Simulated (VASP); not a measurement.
# A VASP study of Bi2S3 (Bismuthinite) (optB86b-vdW): structure first, properties next, part 2 of 6

Wanted: the relaxed cell of Bi2S3 (Bismuthinite) and its properties. The start is a cell from a database of measured crystal structures.

VASP 6.6.1, plane waves and PAW; the level of theory is named at each step.

So far: Starting point; Relaxing cell and atoms (optB86b-vdW).

## Step 2: Relaxing cell and atoms (optB86b-vdW) (continued)

Level of this step: optB86b-vdW; plane waves and PAW (Bi_d, S) (VASP).

The steps of the relaxation (22 of 24):

```tsv
step	energy less that of the first step (eV)	largest force (eV/Å)	pressure (GPa)	volume (Å³)
1	0.0000	0.3997	1.11	501.67
2	-0.0371	0.0912	-1.27	514.39
3	-0.0578	0.1281	-0.41	509.54
4	-0.0761	0.1181	-0.24	506.68
5	-0.0900	0.1082	0.12	501.22
6	-0.1015	0.0747	-0.07	500.36
8	-0.1056	0.0591	0.15	497.76
9	-0.1056	0.0594	0.18	497.57
10	-0.1088	0.0423	0.06	498.04
11	-0.1098	0.0516	-0.05	498.45
12	-0.1112	0.0450	0.00	498.01
13	-0.1121	0.0371	0.07	497.42
14	-0.1121	0.0375	0.09	497.23
15	-0.1130	0.0294	-0.02	497.77
16	-0.1131	0.0290	-0.06	497.94
17	-0.1137	0.0232	-0.02	497.55
19	-0.1140	0.0309	0.04	497.02
20	-0.1143	0.0152	-0.02	497.15
21	-0.1143	0.0164	-0.04	497.18
22	-0.1145	0.0148	0.02	496.72
23	-0.1145	0.0146	0.02	496.70
24	-0.1146	0.0086	0.01	496.78
```

```tsv
conventional cell, symmetrised	before	after	change
a (Å)	11.305	11.267	-0.3 %
b (Å)	3.981	3.993	+0.3 %
c (Å)	11.147	11.041	-1.0 %
volume (Å³/atom)	25.08	24.84	-1.0 %
```

The atoms that moved most (Å, as changes of fractional coordinates times the final cell):

```tsv
atom	dx	dy	dz	length
Bi1	-0.096	0.000	-0.001	0.096
Bi3	-0.096	0.000	0.001	0.096
Bi2	0.096	0.000	-0.001	0.096
Bi4	0.096	0.000	0.001	0.096
Bi7	0.058	0.000	-0.022	0.062
Bi6	-0.058	0.000	0.022	0.062
Bi8	-0.058	0.000	-0.022	0.062
Bi5	0.058	0.000	0.022	0.062
```

Final coordinates:

```xyz
20
Lattice="11.2670 0.0000 0.0000 0.0000 3.9935 0.0000 0.0000 0.0000 11.0409" Properties=species:S:1:pos:R:3 pbc="T T T"
Bi    5.7233    0.9984    1.9288
Bi   11.1773    2.9951    7.4492
Bi    0.0898    0.9984    3.5916
Bi    5.5438    2.9951    9.1121
Bi    7.4893    2.9951    5.1612
Bi    9.4112    0.9984   10.6816
Bi    1.8558    2.9951    0.3593
Bi    3.7777    0.9984    5.8797
S     7.0165    2.9951    0.6284
S     9.8840    0.9984    6.1488
S     1.3830    2.9951    4.8921
S     4.2505    0.9984   10.4125
S     8.0834    0.9984    3.3616
S     8.8171    2.9951    8.8820
S     2.4499    0.9984    2.1589
S     3.1836    2.9951    7.6793
S     5.0700    2.9951    4.0898
S     0.5636    0.9984    9.6102
S    10.7035    2.9951    1.4307
S     6.1971    0.9984    6.9511
```

This step gave:

* electrons: 192
* bands: 119
* irreducible k points: 16
* symmetry operations: 8
* free energy (TOTEN): -45.11 eV
* Fermi energy: 5.541 eV
* pressure: 0.005695 GPa
* metallic: no
* valence top at k: 0.5, 0, 0
* conduction bottom at k: 0, 0, 0
* least direct gap at k: 0, 0, 0
* SCF cycles over all ionic steps: 180
* gap on the k-mesh: 1.268 eV
* least direct gap on the k-mesh: 1.337 eV

It ends with a largest force of 0.009 eV/Å and a pressure of 0.01 GPa. The volume lies -1.0 % from that of the database's start, which holds the thermal and zero-point expansion of its experiment.

## Step 3: Density, ELF and potential (optB86b-vdW)

The relaxed cell gets a fresh self-consistent run, on a basis set for its own volume, to fix the density and to check the remaining stress.

Contents of INCAR:

```
SYSTEM = Bi2S3
PREC = Accurate
ENCUT = 400
EDIFF = 1E-06
NELM = 100
ISMEAR = 0
SIGMA = 0.05
LREAL = .FALSE.
ALGO = Normal
GGA = MK
AGGAC = 0
LUSE_VDW = .TRUE.
PARAM1 = 0.1234
PARAM2 = 1
LASPH = .TRUE.
NBANDS = 119
LORBIT = 11
LWAVE = .FALSE.
LCHARG = .TRUE.
NCORE = 4
ISIF = 2
LELF = .TRUE.
LVHAR = .TRUE.
```

Contents of POSCAR:

```
Bi2S3
1.0
   11.2670334056      0.0000000000      0.0000000000
    0.0000000000      3.9934756323      0.0000000000
    0.0000000000      0.0000000000     11.0408940937
Bi S
8 12
Direct
    0.5079666653      0.2500000000      0.1746960804
    0.9920333347      0.7500000000      0.6746960804
    0.0079666653      0.2500000000      0.3253039196
    0.4920333347      0.7500000000      0.8253039196
    0.6647133018      0.7500000000      0.4674614958
    0.8352866982      0.2500000000      0.9674614958
    0.1647133018      0.7500000000      0.0325385042
    0.3352866982      0.2500000000      0.5325385042
    0.6227484775      0.7500000000      0.0569125852
    0.8772515225      0.2500000000      0.5569125852
    0.1227484775      0.7500000000      0.4430874148
    0.3772515225      0.2500000000      0.9430874148
    0.7174425247      0.2500000000      0.3044650375
    0.7825574753      0.7500000000      0.8044650375
    0.2174425247      0.2500000000      0.1955349625
    0.2825574753      0.7500000000      0.6955349625
    0.4499823111      0.7500000000      0.3704192596
    0.0500176889      0.2500000000      0.8704192596
    0.9499823111      0.7500000000      0.1295807404
    0.5500176889      0.2500000000      0.6295807404
```

Contents of KPOINTS:

```
Automatic mesh
0
Gamma
2 6 2
0 0 0
```

The projector-augmented-wave data sets are Bi_d and S (PBE family, release 64).

Run with:

```
mpirun -np 8 vasp_std
```

What it wrote:

```text
[banner, memory and clock lines left out]
running    8 mpi-ranks, on    1 nodes
 distrk:  each k-point on    8 cores,    1 groups
 distr:  one band on    4 cores,    2 groups

 POSCAR found type information on POSCAR BiS
 POSCAR found :  2 types and      20 ions
 [... a notice as in an earlier step ...]

 [... a notice as in an earlier step ...]

 [... a notice as in an earlier step ...]

 LDA part: xc-table for (Slater+PW92), standard interpolation
|                                                                             |
|           W    W    AA    RRRRR   N    N  II  N    N   GGGG   !!!           |
|           W    W   A  A   R    R  NN   N  II  NN   N  G    G  !!!           |
|           W    W  A    A  R    R  N N  N  II  N N  N  G       !!!           |
|           W WW W  AAAAAA  RRRRR   N  N N  II  N  N N  G  GGG   !            |
|           WW  WW  A    A  R   R   N   NN  II  N   NN  G    G                |
|           W    W  A    A  R    R  N    N  II  N    N   GGGG   !!!           |
|                                                                             |
|     The number of bands has been changed from the values supplied in        |
|     The orbitals not found in the WAVECAR file will be initialized with     |
|     random numbers, which is usually adequate. For correlated               |
|     calculations, however, you should redo the groundstate calculation.     |
|     I found NBANDS = 119. Now, NBANDS = 120.                                |
|                                                                             |

 POSCAR, INCAR and KPOINTS ok, starting setup
 FFT: planning ... GRIDC
 FFT: planning ... GRID_SOFT
 FFT: planning ... GRID
 WAVECAR not read
 entering main loop
       N       E                     dE             d eps       ncg     rms          rms(c)
DAV:   1     0.209390980172E+04    0.20939E+04   -0.76973E+04  3856   0.145E+03
DAV:   2     0.287030216831E+03   -0.18069E+04   -0.17341E+04  4008   0.414E+02
DAV:   3    -0.261506390364E+02   -0.31318E+03   -0.29661E+03  4632   0.191E+02
DAV:   4    -0.495153466202E+02   -0.23365E+02   -0.22784E+02  4504   0.510E+01
DAV:   5    -0.507660128616E+02   -0.12507E+01   -0.12434E+01  5112   0.114E+01    0.164E+01
DAV:   6    -0.449564045078E+02    0.58096E+01   -0.10285E+01  5088   0.106E+01    0.114E+01
DAV:   7    -0.450998943139E+02   -0.14349E+00   -0.28288E+00  4696   0.341E+00    0.677E+00
DAV:   8    -0.451241156952E+02   -0.24221E-01   -0.30927E-01  4944   0.244E+00    0.711E-01
DAV:   9    -0.451039850046E+02    0.20131E-01   -0.58529E-02  4752   0.107E+00    0.413E-01
DAV:  10    -0.451053383424E+02   -0.13533E-02   -0.10325E-02  4840   0.253E-01    0.178E-01
DAV:  11    -0.451057787063E+02   -0.44036E-03   -0.76527E-04  5576   0.923E-02    0.103E-01
DAV:  12    -0.451058501132E+02   -0.71407E-04   -0.13632E-04  4400   0.370E-02    0.355E-02
DAV:  13    -0.451058676338E+02   -0.17521E-04   -0.39641E-05  4168   0.196E-02    0.173E-02
DAV:  14    -0.451058695187E+02   -0.18849E-05   -0.48751E-06  3824   0.739E-03    0.801E-03
DAV:  15    -0.451058697052E+02   -0.18652E-06   -0.31432E-06  3152   0.796E-03
   1 F= -.45105870E+02 E0= -.45105870E+02  d E =-.855742E-14
```

The job ended after 4.9 min (8 MPI ranks of AMD EPYC 7R43, shared host; peak memory 2.5 GiB; 35 min of CPU time).

Parts of OUTCAR (step 3):

```text
  LATTYP: Found a simple orthorhombic cell.
 ALAT       =     3.9934756323
 B/A-ratio  =     2.7647330572
 C/A-ratio  =     2.8213602493

 Found     16 irreducible k-points:

   k-points           NKPTS =     16   k-points in BZ     NKDIM =     16   number of bands    NBANDS=    120

   dimension x,y,z NGX =    80 NGY =   28 NGZ =   72
   dimension x,y,z NGXF=   160 NGYF=   56 NGZF=  144

   ENCUT  =  400.0 eV  29.40 Ry    5.42 a.u.  18.37  6.51 18.00*2*pi/ulx,y,z

   NELECT =     192.0000    total number of electrons

 E-fermi :   5.5196

 k-point     1 :       0.0000    0.0000    0.0000
  band No.  band energies     occupation
    ...
     92       4.8268      2.00000
     93       5.0629      2.00000
     94       5.0937      2.00000
     95       5.0940      2.00000
     96       5.1936      2.00000
     97       6.5305      0.00000
     98       7.0145      0.00000
     99       7.0887      0.00000
    100       7.4639      0.00000
    101       7.7112      0.00000
    ...

 k-point     2 :       0.5000    0.0000    0.0000
  band No.  band energies     occupation
    ...
     92       4.8850      2.00000
     93       4.9698      2.00000
     94       4.9698      2.00000
     95       5.2630      2.00000
     96       5.2630      2.00000
     97       6.9924      0.00000
     98       6.9924      0.00000
     99       7.1151      0.00000
    100       7.1151      0.00000
    101       7.5985      0.00000
    ...

Total vdW correction in eV:     30.5520880

  Total       -0.0585258      0.0301845      0.0132578      0.0000000     -0.0000000      0.0000000
  in kB       -0.1887527      0.0973487      0.0427581      0.0000000     -0.0000000      0.0000000
  external PRESSURE =      -0.0162153 kB  Pullay stress =       0.0000000 kB

  energy-cutoff  :      400.00
  volume of cell :      496.78
      direct lattice vectors                 reciprocal lattice vectors
    11.267033406  0.000000000  0.000000000     0.088754507  0.000000000  0.000000000
     0.000000000  3.993475632  0.000000000     0.000000000  0.250408439  0.000000000
     0.000000000  0.000000000 11.040894094     0.000000000  0.000000000  0.090572375

 POSITION                                       TOTAL-FORCE (eV/Angst)
 -----------------------------------------------------------------------------------
      5.72328      0.99837      1.92880        -0.007896      0.000000     -0.003426
     11.17727      2.99511      7.44925         0.007896      0.000000     -0.003426
      0.08976      0.99837      3.59165        -0.007896      0.000000      0.003426
      5.54376      2.99511      9.11209         0.007896     -0.000000      0.003426
      7.48935      2.99511      5.16119        -0.008306      0.000000     -0.000715
      9.41120      0.99837     10.68164         0.008306      0.000000     -0.000715
      1.85583      2.99511      0.35925        -0.008306      0.000000      0.000715
      3.77769      0.99837      5.87970         0.008306      0.000000      0.000715
      7.01653      2.99511      0.62837         0.000588     -0.000000     -0.001400
      9.88402      0.99837      6.14881        -0.000588     -0.000000     -0.001400
      1.38301      2.99511      4.89208         0.000588      0.000000      0.001400
      4.25051      0.99837     10.41253        -0.000588      0.000000      0.001400
      8.08345      0.99837      3.36157         0.000483      0.000000      0.003365
      8.81710      2.99511      8.88201        -0.000483      0.000000      0.003365
      2.44993      0.99837      2.15888         0.000483      0.000000     -0.003365
      3.18358      2.99511      7.67933        -0.000483     -0.000000     -0.003365
      5.06997      2.99511      4.08976         0.002368      0.000000     -0.003201
      0.56355      0.99837      9.61021        -0.002368      0.000000     -0.003201
     10.70348      2.99511      1.43069         0.002368      0.000000      0.003201
      6.19707      0.99837      6.95113        -0.002368     -0.000000      0.003201
 -----------------------------------------------------------------------------------
    total drift:                               -0.000000     -0.000000      0.000000

  FREE ENERGIE OF THE ION-ELECTRON SYSTEM (eV)
  ---------------------------------------------------
  free  energy   TOTEN  =       -45.1058697052 eV

  energy  without entropy=      -45.1058697052  energy(sigma->0) =      -45.10586971

Total vdW correction in eV:     30.5520779

 total charge
# of ion       s       p       d       tot
------------------------------------------
    1        1.619   0.997   9.975  12.591
    2        1.619   0.997   9.975  12.591
    3        1.619   0.997   9.975  12.591
    4        1.619   0.997   9.975  12.591
    5        1.609   1.018   9.972  12.599
    6        1.609   1.018   9.972  12.599
    7        1.609   1.018   9.972  12.599
    8        1.609   1.018   9.972  12.599
    9        1.361   2.326   0.000   3.687
   10        1.361   2.326   0.000   3.687
   11        1.361   2.326   0.000   3.687
   12        1.361   2.326   0.000   3.687
   13        1.363   2.312   0.000   3.675
   14        1.363   2.312   0.000   3.675
   15        1.363   2.312   0.000   3.675
   16        1.363   2.312   0.000   3.675
   17        1.359   2.327   0.000   3.685
   18        1.359   2.327   0.000   3.685
   19        1.359   2.327   0.000   3.685
   20        1.359   2.327   0.000   3.685
--------------------------------------------------
tot         29.243  35.919  79.786 144.948

[... 3 parts as in an earlier step ...]

[... 6 further parts left out ...]
```

Numbers from this step:

- electronic steps: 15
- bands: 120
- Fermi energy: 5.520 eV
- pressure: -0.001622 GPa

Valence electrons inside each PAW sphere by angular momentum. Sphere charges, by row:

```tsv
atom	s (e)	p (e)	d (e)	tot (e)
Bi1	1.619	0.997	9.975	12.59
Bi2	1.619	0.997	9.975	12.59
Bi3	1.619	0.997	9.975	12.59
Bi4	1.619	0.997	9.975	12.59
Bi5	1.609	1.018	9.972	12.6
Bi6	1.609	1.018	9.972	12.6
Bi7	1.609	1.018	9.972	12.6
Bi8	1.609	1.018	9.972	12.6
S9	1.361	2.326	0	3.687
S10	1.361	2.326	0	3.687
S11	1.361	2.326	0	3.687
S12	1.361	2.326	0	3.687
S13	1.363	2.312	0	3.675
S14	1.363	2.312	0	3.675
S15	1.363	2.312	0	3.675
S16	1.363	2.312	0	3.675
S17	1.359	2.327	0	3.685
S18	1.359	2.327	0	3.685
S19	1.359	2.327	0	3.685
S20	1.359	2.327	0	3.685
```

ELF in the ac plane at fractional y = 0.250, with atoms of Bi and S within 0.2 Å of it. It is the smooth field of the valence electrons, not physical close to the nuclei.

Values, 13 rows by 16 columns, each cell a mean:
```
0.73 0.76 0.41 0.09 0.69 0.78 0.58 0.77 0.25 0.02 0.03 0.31 0.49 0.36 0.41 0.49
0.60 0.70 0.70 0.11 0.53 0.82 0.76 0.60 0.17 0.02 0.01 0.12 0.32 0.37 0.34 0.72
0.80 0.82 0.51 0.05 0.07 0.23 0.26 0.14 0.12 0.12 0.03 0.03 0.06 0.07 0.10 0.52
0.24 0.26 0.07 0.02 0.04 0.04 0.06 0.39 0.73 0.75 0.38 0.03 0.03 0.09 0.12 0.11
0.12 0.02 0.01 0.08 0.22 0.28 0.26 0.71 0.62 0.71 0.69 0.09 0.39 0.74 0.72 0.48
0.25 0.02 0.03 0.27 0.48 0.37 0.42 0.58 0.76 0.80 0.54 0.10 0.71 0.78 0.57 0.76
0.15 0.05 0.04 0.29 0.55 0.42 0.45 0.22 0.28 0.29 0.12 0.07 0.39 0.78 0.83 0.65
0.38 0.24 0.07 0.08 0.31 0.38 0.21 0.06 0.03 0.09 0.41 0.55 0.35 0.20 0.33 0.40
0.37 0.41 0.21 0.31 0.24 0.06 0.04 0.08 0.08 0.30 0.76 0.60 0.80 0.42 0.36 0.43
0.44 0.41 0.71 0.83 0.85 0.38 0.19 0.44 0.44 0.39 0.78 0.74 0.87 0.46 0.26 0.49
0.16 0.33 0.78 0.53 0.82 0.49 0.37 0.44 0.36 0.42 0.33 0.52 0.43 0.10 0.05 0.13
0.03 0.14 0.56 0.70 0.53 0.18 0.27 0.45 0.40 0.32 0.08 0.05 0.19 0.24 0.13 0.05
0.14 0.14 0.11 0.12 0.25 0.66 0.77 0.51 0.17 0.07 0.05 0.24 0.55 0.46 0.43 0.16
```
Columns run along a (11.3 Å), rows up along c (11.0 Å). Atoms in or near the plane, at fractional coordinates: Bi at (0.51, 0.17), Bi at (0.01, 0.33), Bi at (0.84, 0.97), Bi at (0.34, 0.53), S at (0.88, 0.56), S at (0.38, 0.94), S at (0.72, 0.30), S at (0.22, 0.20), S at (0.05, 0.87), S at (0.55, 0.63).

Valence density in the ac plane at fractional y = 0.250, with atoms of Bi and S within 0.2 Å of it. It is the smooth field of the valence electrons, not physical close to the nuclei.

Ten steps, logarithmic in the rise over the least value, from '_' (0.01 × 1e0 e/Å³) to '@' (9.43 × 1e0 e/Å³), each cell a mean:
```
------::::..__....--++++==++==--..__________..--++%%@@@@%%++--::
==++++==--..____::--++==::++==--..____________::==##%%%%##++--==
++--==++==::..__..--==++++++==::..____________..::==++++==----==
++====++--::______..::------::....______________....::::..::--==
==++++==::..__________............________________________..::--
::--::::..____________________..........____________________....
......______________________..::--==----..____________________..
..________________..........::==++++++==--..________..::::::....
..______________..::----::::--==++::--++==::____..::--======--::
..____________..--++####++==--==++==++++--::____..--++++==++==--
..__________..::++%%@@@@%%++----======--::..__..::--++==..==++--
..__________..::++%%@@@@%%++--::::::::::....____..--==++++++==--
......______..::--++####++--....________..........::----====--::
----::....____....::----::....__________....::::........::::::--
##**==::..________........____________..::--====--::......::==**
@@@@##==::......____________________..::--++++++++==::..::==**%%
@@%%**==::::::::::..________....::....::==++==::++==--..::==**%%
##**==----==++++==--::......--======----==++++++++==::....::==**
----::::==++====++==--....--++##%%##++------====--::..____..::--
......::==++==--++==--..::==##@@@@@@##==::..........________....
______..--==++++==--::....--**%%@@%%**--....____________________
______....::----::::......::--++++++--::..______....::::....____
________............::::----::::::::....______..::==++++==::..__
..........______..::--==++==--::..__________..::==##%%%%**==::..
```
Columns run along a (11.3 Å), rows up along c (11.0 Å). Atoms in or near the plane, at fractional coordinates: Bi at (0.51, 0.17), Bi at (0.01, 0.33), Bi at (0.84, 0.97), Bi at (0.34, 0.53), S at (0.88, 0.56), S at (0.38, 0.94), S at (0.72, 0.30), S at (0.22, 0.20), S at (0.05, 0.87), S at (0.55, 0.63).

Electrostatic potential energy in the ac plane at fractional y = 0.250, with atoms of Bi and S within 0.2 Å of it. With pseudopotentials it is smooth inside the atoms' cores, unlike the true potential.

Values in eV, 13 rows by 16 columns, each cell a mean:
```
-13 -11   2   4   1 -58 -80 -10   4   4   4  -2 -51 -92 -52  -3
-75 -67  -2   5   4 -17 -28  -1   3   4   4   2  -9 -25  -9  -7
-21 -18   3   5   5   5   4   3   3   4   5   5   4   3   3   1
  3   4   5   5   5   4   4   2  -6  -5   4   5   5   5   4   3
  3   4   4   3  -2 -10  -3  -7 -71 -63  -2   5   4  -5 -10   1
  4   4   4  -1 -42 -81 -43  -4 -31 -26   1   4   0 -56 -78 -11
  3   4   4   0 -38 -77 -40   0   3   3   3   3   2 -18 -29  -2
-27  -6   3   3   0  -6  -1   3   4   4   2  -1   2   3   0 -15
-90 -35   1   4   4   4   4   3   3   3 -17 -70 -31   2  -6 -68
-51 -15  -7 -33 -12   3   1 -17 -29  -7 -14 -58 -24   3  -1 -33
  1   2 -23 -84 -40   1  -6 -70 -92 -35   0   2   3   4   4   2
  4   4   0 -11  -2   3  -1 -31 -48 -13   2   4   2   0   2   4
  4   4   3   3   3  -5 -11   0   1   3   4   1 -25 -57 -25   1
```
Columns run along a (11.3 Å; values clipped at the 3rd and 97th percentile), rows up along c (11.0 Å). Atoms in or near the plane, at fractional coordinates: Bi at (0.51, 0.17), Bi at (0.01, 0.33), Bi at (0.84, 0.97), Bi at (0.34, 0.53), S at (0.88, 0.56), S at (0.38, 0.94), S at (0.72, 0.30), S at (0.22, 0.20), S at (0.05, 0.87), S at (0.55, 0.63).

In this run the pressure is 0.00 GPa, small enough to go on.

[end of part 2 of 6]

[Lines on the potential files, build, host, timing and source positions are cut from VASP's logs without a mark.]

[Logs are printed without paths, hosts, clocks, repeated set-up lines and the standing remarks that a program may print on its own settings, such as how far it seeks lower states.]

[Hosts, paths, dates, database ids (printed as entryN), source tags and the programs' standing remarks are cut or masked in the printed files.]

[A measured line is paired with the nearest computed mode of its activity, which favours agreement.]
